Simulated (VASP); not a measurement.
An input for Ansatz (written as the equivalent of a VASP run, and not itself run):

Ansatz 0.2 input:
```yaml
crystal:
  lattice:
    - [3.3387447, 0.0000000, 0.0000000]
    - [0.0000000, 3.3387447, 0.0000000]
    - [0.0000000, 0.0000000, 3.3387447]
  atoms:
    - { symbol: Ag, position: [0.0000000, 0.0000000, 0.0000000] }
    - { symbol: As, position: [0.5000000, 0.5000000, 0.5000000] }
kpoints:
  mp_grid: { grid: [10, 10, 10] }
hamiltonian:
  xc: r2scan
  pseudopotentials: { kind: paw }
scf:
  occupations: { method: methfessel_paxton, width: 0.1 }
  max_iter: 100
output: { forces: true, stress: true, eigenvalues: true }
```

Write the VASP files for the same calculation (r2SCAN).

This is not unique; one that fits is 
**POSCAR**
```
AgAs
1
    3.3387446780     0.0000000000    -0.0000000000
   -0.0000000000     3.3387446780    -0.0000000000
   -0.0000000000    -0.0000000000     3.3387446780
Ag As
1 1
Direct
  0.0000000000   0.0000000000   0.0000000000
  0.5000000000   0.5000000000   0.5000000000
```

### KPOINTS
```
Automatic
0
Gamma
10 10 10
0 0 0
```

INCAR:
```
ENCUT=480
LMAXMIX=4   # l cut-off of mixed one-centre charges
LCHARG=.FALSE.
ISIF=2
LASPH=.TRUE.   # aspherical one-centre terms
EDIFF=1E-7
ISMEAR=1   # Methfessel-Paxton
SIGMA=0.1
SYSTEM=AgAs
METAGGA=R2SCAN
LWAVE=.FALSE.
LMIXTAU=.TRUE.
PREC=Accurate
NELM=100   # most electronic steps
ALGO=Normal
LREAL=.FALSE.
```

POTCAR, in this order: Ag As (PBE.64 set). Program: vasp_std.

The two are equivalent in intent, not identical: each code has its own PAW files, so the cut-off isn't converted (ENCUT is set for VASP's; basis.ecutwfc is left out, and Ansatz then takes the one that its files recommend); Ansatz stops its SCF on the density residual and VASP on the energy change (EDIFF).

The structure was generated: AgAs was put into the CsCl type (Pm-3m), which need not be its known phase. It was relaxed first, which changed the volume by +13 %.
